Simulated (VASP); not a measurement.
# LuAl3N4 (I-42m) in VASP: notebook

Runs on LuAl3N4. Level: PBE. Tasks: relaxation of cell and atoms.

Everything below comes from runs of VASP 6.6.1. Logs are shortened: lines on timing, memory, paths and dates and some standing lists are left out, and cuts for length are marked.

## Step 1: Starting point

Symmetry: I-42m, No. 121, tetragonal system. Conventional cell: a = 4.620 Å, b = 4.620 Å, c = 9.052 Å, α = 90.00°, β = 90.00°, γ = 90.00°. Around Lu (site symmetry -42m) lie 4 N at 2.17 Å. Al (site symmetry -42m) has 4 N at 1.92 Å as nearest neighbours. Around Al (site symmetry -4) lie 4 N at 1.94 Å. N (site symmetry m) is surrounded by 3 Al at 1.92 to 1.94 Å and 1 Lu at 2.17 Å.

The cell was built by a generator and needn't be a form met in nature.

## Step 2: Relaxation of cell and atoms, PBE

Input file INCAR:

```
PREC = Accurate ; ENCUT = 520
EDIFF = 1E-6 ; ISMEAR = 0
SIGMA = 0.03 ; LREAL = False
LASPH = True ; NELM = 120
ALGO = Normal ; ISIF = 3
LWAVE = False ; LCHARG = False
GGA = PE ; IBRION = 2
NSW = 90 ; EDIFFG = -0.01
KPAR = 4
```

Input file KPOINTS:

```
Automatic mesh
0
Gamma
  8 8 8
```

Input file POSCAR:

```
LuAl3N4
1.0
   -2.3100000000      2.3100000000      4.5260000000
    2.3100000000     -2.3100000000      4.5260000000
    2.3100000000      2.3100000000     -4.5260000000
Lu Al N
1 3 4
Direct
    0.0000000000      0.0000000000      0.0000000000
    0.5000000000      0.5000000000      0.0000000000
    0.2500000000      0.7500000000      0.5000000000
    0.7500000000      0.2500000000      0.5000000000
    0.1392401400      0.1392401400      0.5489177500
    0.5903223900      0.5903223900      0.4510822500
    0.4096776100      0.8607598600      0.0000000000
    0.8607598600      0.4096776100      0.0000000000
```

Potentials or basis: VASP PAW PBE potentials, release 64 (Lu, Al, N).

Launch:

```bash
$ cat potpaw_PBE.64/Lu/POTCAR potpaw_PBE.64/Al/POTCAR potpaw_PBE.64/N/POTCAR > POTCAR
$ mpirun -np 4 vasp_std > vasp.out
```

OUTCAR:

```text
PREC = Accurate
   ENCUT = 520
   EDIFF = 1E-6
   ISMEAR = 0
   LREAL = False
   LASPH = True
   NELM = 120
   ISIF = 3
   GGA = PE
   IBRION = 2
   NSW = 90
   EDIFFG = -0.01

 ion  position               nearest neighbor table
   1  0.000  0.000  0.000-   5 2.17   6 2.17   8 2.17   7 2.17   4 3.23   3 3.23   4 3.23   3 3.23
                             4 3.23   3 3.23   4 3.23   3 3.23   2 3.27   2 3.27   2 3.27   2 3.27
   2  0.500  0.500  0.000-   5 1.92   7 1.92   8 1.92   6 1.92   3 3.23   4 3.23   3 3.23   4 3.23
                             3 3.23   4 3.23   3 3.23   4 3.23   1 3.27   1 3.27   1 3.27   1 3.27
   3  0.250  0.750  0.500-   5 1.94   6 1.94   7 1.94   8 1.94   1 3.23   2 3.23   1 3.23   2 3.23
                             2 3.23   2 3.23   1 3.23   1 3.23   4 3.27   4 3.27   4 3.27   4 3.27
   4  0.750  0.250  0.500-   5 1.94   6 1.94   8 1.94   7 1.94   2 3.23   1 3.23   2 3.23   1 3.23
                             2 3.23   2 3.23   1 3.23   1 3.23   3 3.27   3 3.27   3 3.27   3 3.27
   5  0.139  0.139  0.549-   2 1.92   3 1.94   4 1.94   1 2.17
   6  0.590  0.590  0.451-   2 1.92   3 1.94   4 1.94   1 2.17
   7  0.410  0.861  0.000-   2 1.92   4 1.94   3 1.94   1 2.17
   8  0.861  0.410  0.000-   2 1.92   3 1.94   4 1.94   1 2.17

  LATTYP: Found a body centered tetragonal cell.
 ALAT       =     4.6200000000
 C/A-ratio  =     1.9593073593

  Lattice vectors:

 A1 = (  -2.3100000000,   2.3100000000,   4.5260000000)
 A2 = (   2.3100000000,  -2.3100000000,   4.5260000000)
 A3 = (   2.3100000000,   2.3100000000,  -4.5260000000)

Analysis of symmetry for initial positions (statically):
=====================================================================
 Subroutine PRICEL returns:
 Original cell was already a primitive cell.

 Routine SETGRP: Setting up the symmetry group for a
 body centered tetragonal supercell.

 Subroutine GETGRP returns: Found  8 space group operations
 (whereof  8 operations were pure point group operations)
 out of a pool of 16 trial point group operations.

The static configuration has the point symmetry D_2d.

Analysis of symmetry for dynamics (positions and initial velocities):
=====================================================================
 Subroutine PRICEL returns:
 Original cell was already a primitive cell.

 Routine SETGRP: Setting up the symmetry group for a
 body centered tetragonal supercell.

 Subroutine GETGRP returns: Found  8 space group operations
 (whereof  8 operations were pure point group operations)
 out of a pool of 16 trial point group operations.

The dynamic configuration has the point symmetry D_2d.

 Subroutine INISYM returns: Found  8 space group operations
 (whereof  8 operations are pure point group operations),
 and found     1 'primitive' translations

----------------------------------------------------------------------------------------

                                     Primitive cell

  volume of cell :      96.6048

  direct lattice vectors                    reciprocal lattice vectors
    -2.310000000  2.310000000  4.526000000     0.000000000  0.216450216  0.110472824
     2.310000000 -2.310000000  4.526000000     0.216450216  0.000000000  0.110472824
     2.310000000  2.310000000 -4.526000000     0.216450216  0.216450216  0.000000000

  length of vectors
     5.581834465  5.581834465  5.581834465     0.243012224  0.243012224  0.306106832

  position of ions in fractional coordinates (direct lattice)
     0.000000000  0.000000000  0.000000000
     0.500000000  0.500000000  0.000000000
     0.250000000  0.750000000  0.500000000
     0.750000000  0.250000000  0.500000000
     0.139240140  0.139240140  0.548917750
     0.590322390  0.590322390  0.451082250
     0.409677610  0.860759860  0.000000000
     0.860759860  0.409677610  0.000000000

  ion indices of the primitive-cell ions
   primitive index   ion index
                 1           1
                 2           2
                 3           3
                 4           4
                 5           5
                 6           6
                 7           7
                 8           8

----------------------------------------------------------------------------------------

 KPOINTS: Automatic mesh

Automatic generation of k-mesh.
 Grid dimensions read from file:
 generate k-points for:    8    8    8

 Generating k-lattice:

  Cartesian coordinates                     Fractional coordinates (reciprocal lattice)
     0.000000000  0.027056277  0.013809103     0.125000000  0.000000000  0.000000000
     0.027056277  0.000000000  0.013809103     0.000000000  0.125000000  0.000000000
     0.027056277  0.027056277  0.000000000     0.000000000  0.000000000  0.125000000

  Length of vectors
     0.030376528  0.030376528  0.038263354

  Shift w.r.t. Gamma in fractional coordinates (k-lattice)
     0.000000000  0.000000000  0.000000000

 Subroutine IBZKPT returns following result:
 ===========================================

 Found     59 irreducible k-points:

 Following reciprocal coordinates:
            Coordinates               Weight
  0.000000  0.000000  0.000000      1.000000
  0.125000 -0.000000  0.000000      8.000000
  0.250000 -0.000000  0.000000      8.000000
  0.375000 -0.000000  0.000000      8.000000
  0.500000 -0.000000  0.000000      4.000000
  0.125000  0.125000  0.000000      8.000000
[... 16 lines left out ...]
  0.250000  0.125000  0.125000     16.000000
  0.375000  0.125000  0.125000      8.000000
 [... further k-points ...]
   k-points           NKPTS =     59   k-points in BZ     NKDIM =     59   number of bands    NBANDS=     32
   number of dos      NEDOS =    301   number of ions     NIONS =      8
   total plane-waves  NPLWV =  74088
   dimension x,y,z NGX =    42 NGY =   42 NGZ =   42
   dimension x,y,z NGXF=    84 NGYF=   84 NGZF=   84
   ions per type =               1   3   4
   NGX,Y,Z   is equivalent  to a cutoff of  12.51, 12.51, 12.51 a.u.
   NGXF,Y,Z  is equivalent  to a cutoff of  25.02, 25.02, 25.02 a.u.
 SYSTEM =  unknown system
   PREC   = accura    normal or accurate (medium, high low for compatibility)
   ISTART =      0    job   : 0-new  1-cont  2-samecut
   ICHARG =      2    charge: 1-file 2-atom 10-const
   ISPIN  =      1    spin polarized calculation?
   LNONCOLLINEAR =      F non collinear calculations
   LSORBIT =      F    spin-orbit coupling
   LASPH  =      T    aspherical Exc in radial PAW
   ENCUT  =  520.0 eV  38.22 Ry    6.18 a.u.  10.38 10.38 10.38*2*pi/ulx,y,z
   NELM   =    120;   NELMIN=  2; NELMDL= -5     # of ELM steps
   EDIFF  = 0.1E-05   stopping-criterion for ELM
   LREAL  =      F    real-space projection
   EDIFFG = -.1E-01   stopping-criterion for IOM
   NSW    =     90    number of steps for IOM
   IBRION =      2    ionic relax: 0-MD 1-quasi-New 2-CG
   NFREE  =      1    steps in history (QN), initial steepest desc. (CG)
   ISIF   =      3    stress and relaxation
   ISYM   =      2    0-nonsym 1-usesym 2-fastsym
   POTIM  = 0.5000    time-step for ionic-motion
   TEBEG  =    0.0;   TEEND  =   0.0 temperature during run
   PSTRESS=    0.0 pullay stress
   NELECT =      54.0000    total number of electrons
   NUPDOWN=      -1.0000    fix difference up-down
   EMIN   =  10.00;   EMAX   =-10.00  energy-range for DOS
   EFERMI =   0.00;   METHOD = LEGACY
   ISMEAR =     0;   SIGMA  =   0.03  broadening in eV -4-tet -1-fermi 0-gaus
   EFERMI_NEDOS =   21; number of points for ismear=-14 and -15
   IALGO  =     38    algorithm
   IMIX   =      4    mixing-type and parameters
     AMIX     =   0.40;   BMIX     =  1.00
     AMIX_MAG =   1.60;   BMIX_MAG =  1.00
  volume/ion in A,a.u.               =      12.08        81.49
  Fermi-wavevector in a.u.,A,eV,Ry     =   1.348569  2.548426 24.744086  1.818639
  Thomas-Fermi vector in A             =   2.476227
   LORBIT       =      0    0 simple, 1 ext, 2 COOP (PROOUT), +10 PAW based schemes
   GGA     = PE    functional components
   LHFCALC =     F    Hartree Fock is set to
   AEXX    =    0.0000 exact exchange contribution
   IVDW    =     0    specifies the selected vdW correction
   LEPSILON=     F    determine dielectric tensor
   LRPA    =     F    only Hartree local field effects (RPA)
 conjugate gradient relaxation of ions
 non-spin polarized calculation
 Gauss-broadening in eV      SIGMA  =   0.03
  energy-cutoff  :      520.00
  volume of cell :       96.60
 maximum number of plane-waves:      2625
 NGX is ok and might be reduce to    42
   NGX = 21   NGY = 21   NGZ = 21

--------------------------------------- Ionic step        1  -------------------------------------------

 number of electron      53.9999991 magnetization

 Free energy of the ion-electron system (eV)
  ---------------------------------------------------
  ext. energy  EPLUGINS =         0.00000000
  ---------------------------------------------------
  free energy    TOTEN  =       -59.54474130 eV

  energy without entropy =      -59.54474130  energy(sigma->0) =      -59.54474130

------------------------ aborting loop because EDIFF is reached ----------------------------------------

  FORCE on cell =-STRESS in cart. coord.  units (eV):
  Direction    XX          YY          ZZ          XY          YZ          ZX
  --------------------------------------------------------------------------------------
  -------------------------------------------------------------------------------------
  Total        0.1489341      0.1489341     -0.1563368      0.0000000      0.0000000      0.0000000
  in kB        2.4700524      2.4700524     -2.5928260      0.0000000      0.0000000      0.0000000
  external PRESSURE =       0.7824263 kB  Pullay stress =       0.0000000 kB
[... 321 lines left out ...]
  energy  without entropy=      -59.5458530149  energy(sigma->0) =      -59.54585301

--------------------------------------- Ionic step        9  -------------------------------------------

 number of electron      53.9999990 magnetization

 Free energy of the ion-electron system (eV)
  ---------------------------------------------------
  ext. energy  EPLUGINS =         0.00000000
  ---------------------------------------------------
  free energy    TOTEN  =       -59.54595438 eV

  energy without entropy =      -59.54595438  energy(sigma->0) =      -59.54595438

 E-fermi :   4.7180     XC(G=0): -10.9573

 val. band max:        4.5406125859   @ k =  -0.2500   0.2500   0.2500
 cond. band min:       7.1773643634   @ k =   0.0000   0.0000   0.0000
 fundamental gap:      2.6367517775
 Fermi energy:         4.7179888130

 k-point     1 :       0.0000    0.0000    0.0000
  band No.  band energies     occupation
      1     -48.9875      2.00000
      2     -19.8868      2.00000
      3     -19.8868      2.00000
      4     -19.8836      2.00000
      5      -9.8754      2.00000
      6      -7.5844      2.00000
[... 829 lines left out ...]
     31      10.2774      0.00000
     32      10.6122      0.00000

 [... further k-points ...]

------------------------ aborting loop because EDIFF is reached ----------------------------------------

  FORCE on cell =-STRESS in cart. coord.  units (eV):
  Direction    XX          YY          ZZ          XY          YZ          ZX
  --------------------------------------------------------------------------------------
  -------------------------------------------------------------------------------------
  Total        0.0240416      0.0240416      0.0197377      0.0000000     -0.0000000      0.0000000
  in kB        0.3990507      0.3990507      0.3276134      0.0000000     -0.0000000      0.0000000
  external PRESSURE =       0.3752383 kB  Pullay stress =       0.0000000 kB
[... 23 lines left out ...]
  FREE ENERGIE OF THE ION-ELECTRON SYSTEM (eV)
  ---------------------------------------------------
  free  energy   TOTEN  =       -59.5459543776 eV

  energy  without entropy=      -59.5459543776  energy(sigma->0) =      -59.54595438

 reached required accuracy - stopping structural energy minimisation
```

It took 5.4 min on 4 MPI ranks of Intel Xeon Platinum 8559C (Emerald Rapids), shared host; peak memory 0.39 GiB.

Results:

```
Free energy                            : -59.5460 eV
Relaxed volume                         : 12.07 Å³/atom
Relaxed cell                           : a = 5.566 Å, b = 5.566 Å, c = 5.566 Å, α = 130.83°, β = 130.83°, γ = 72.08°
Space group after relaxing (to 0.05 Å) : I-42m (No. 121)
Energy gained by relaxing              : 0.2 meV/atom
Ionic steps                            : 9
Pressure after relaxing                : 0.0 GPa
Largest force after relaxing           : 0.006 eV/Å
Band gap on the k mesh                 : 2.64 eV, indirect (least direct gap 3.05 eV)
```

Forces in eV/Å, atoms in the order of the input:
```
Lu   0.000  0.000  0.000
Al   0.000  0.000  0.000
Al   0.000  0.000  0.000
Al   0.000  0.000  0.000
N    0.000  0.000 -0.006
N    0.000  0.000 -0.006
N    0.000  0.000  0.006
N    0.000  0.000  0.006
```

The path:
| step | energy change (eV) | largest force (eV/Å) | pressure (GPa) | volume (Å³) |
| --- | --- | --- | --- | --- |
| 1 | 0.0000 | 0.0500 | 0.08 | 96.60 |
| 2 | -0.0005 | 0.0036 | -0.18 | 96.69 |
| 3 | -0.0005 | 0.0342 | -0.30 | 96.75 |
| 4 | -0.0006 | 0.0172 | -0.28 | 96.72 |
| 5 | -0.0009 | 0.0260 | -0.07 | 96.57 |
| 6 | -0.0009 | 0.0343 | 0.14 | 96.44 |
| 7 | -0.0010 | 0.0306 | 0.08 | 96.49 |
| 8 | -0.0011 | 0.0118 | 0.10 | 96.51 |
| 9 | -0.0012 | 0.0062 | 0.04 | 96.53 |

Final structure:
```xyz
8
Lattice="-2.3156 2.3156 4.5006 2.3156 -2.3156 4.5006 2.3156 2.3156 -4.5006" Properties=species:S:1:pos:R:3 pbc="T T T"
Lu    0.0000    0.0000    0.0000
Al    0.0000    0.0000    4.5006
Al    2.3156    0.0000    2.2503
Al    0.0000    2.3156    2.2503
N     1.2724    1.2724   -1.2197
N     1.0431    1.0431    3.2809
N     1.0431   -1.0431    5.7202
N    -1.0431    1.0431    5.7202
```

Caveat: spin-orbit coupling is left out, which moves the levels of the heavy elements. Expect the measured gap to be larger: semilocal functionals such as PBE lack the derivative discontinuity.

(Continued in part 2 of 2.)
